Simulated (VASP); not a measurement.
A convergence study with VASP on Sc (hcp): a few settings are varied, all else stays as given below, so the limit is that of these other settings. The cell's lengths are 1 % over those of the tabulated start and one atom is moved, so it is off equilibrium.

```
Sc
1.0
    1.67155    -2.89521     0.00000
    1.67155     2.89521     0.00000
    0.00000     0.00000     5.32270
Sc
2
Cartesian
  1.67155   0.96507   1.33068
  1.73215  -0.96507   3.99202
```

Computed with PBE GGA, VASP's PBE PAW potentials (set 64) (plane waves; VASP). The last row used: 900 eV cut-off, 10×10×6 Γ-centred mesh, first-order Methfessel-Paxton smearing of 0.10 eV, potentials Sc.

Energies of different potentials or hybrids have different zeros.

```
setting                    E (eV/atom)  pressure (GPa)  largest force (eV/Å)  plane waves
-------------------------  -----------  --------------  --------------------  -----------
ENCUT = 300, POTCAR Sc_sv      -6.2360           -2.64                 0.080          640
ENCUT = 400, POTCAR Sc_sv      -6.2361           -2.27                 0.080          965
ENCUT = 520, POTCAR Sc_sv      -6.2365           -2.20                 0.080         1412
ENCUT = 700, POTCAR Sc_sv      -6.2367           -2.17                 0.080         2189
ENCUT = 900, POTCAR Sc_sv      -6.2367           -2.16                 0.080         3184
ENCUT = 300, POTCAR Sc         -6.1806           -3.18                 0.077          640
ENCUT = 400, POTCAR Sc         -6.1805           -3.18                 0.077          965
ENCUT = 520, POTCAR Sc         -6.1805           -3.18                 0.077         1412
ENCUT = 700, POTCAR Sc         -6.1805           -3.18                 0.077         2189
ENCUT = 900, POTCAR Sc         -6.1805           -3.18                 0.077         3184
```

Left out are rungs that failed or repeat a setting and relaxations that didn't move; long series are thinned to 24 rows.

The compound is Sc in the hcp structure. The cell was not relaxed at this level, it is distorted from the ideal structure.
